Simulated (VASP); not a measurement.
Given:

```
CaB6
1.0
    4.05044     0.00000     0.00000
    0.00000     4.05044     0.00000
    0.00000     0.00000     4.05044
Ca B
1 6
Direct
  0.00000   0.00000   0.00000
  0.79894   0.50000   0.50000
  0.50000   0.20106   0.50000
  0.50000   0.79894   0.50000
  0.20106   0.50000   0.50000
  0.50000   0.50000   0.79894
  0.50000   0.50000   0.20106
```

Method: LDA (Ceperley-Alder, Perdew-Zunger), VASP's LDA PAW potentials (set 64) (plane waves; VASP 6.6.1). Settings: 620 eV cut-off, 6×6×6 Γ-centred mesh, Gaussian smearing of 0.050 eV, potentials Ca_sv B.

Energy and stress use the plane-wave basis of the starting cell.

### Question
The ions, cell shape and volume at an external pressure of 10.0 GPa are relaxed. Which structure does the run end with?

### Answer

```
CaB6
1.0
    4.01455     0.00000     0.00000
    0.00000     4.01455     0.00000
    0.00000     0.00000     4.01455
Ca B
1 6
Direct
  0.00000   0.00000   0.00000
  0.79937   0.50000   0.50000
  0.50000   0.20063   0.50000
  0.50000   0.79937   0.50000
  0.20063   0.50000   0.50000
  0.50000   0.50000   0.79937
  0.50000   0.50000   0.20063
```
Space group Pm-3m (221), at a tolerance of 0.03 Å.

### Question
How do energy and volume change from the first to the last step?

### Answer
The energy (σ→0) changes by +11.6 meV/atom and the volume by -2.6 %, in 5 ionic steps.

The compound is CaB6 in the cab6 structure. This run relaxes it under an external pressure of 10 GPa. Symmetry was kept, so distortions that lower it aren't found.
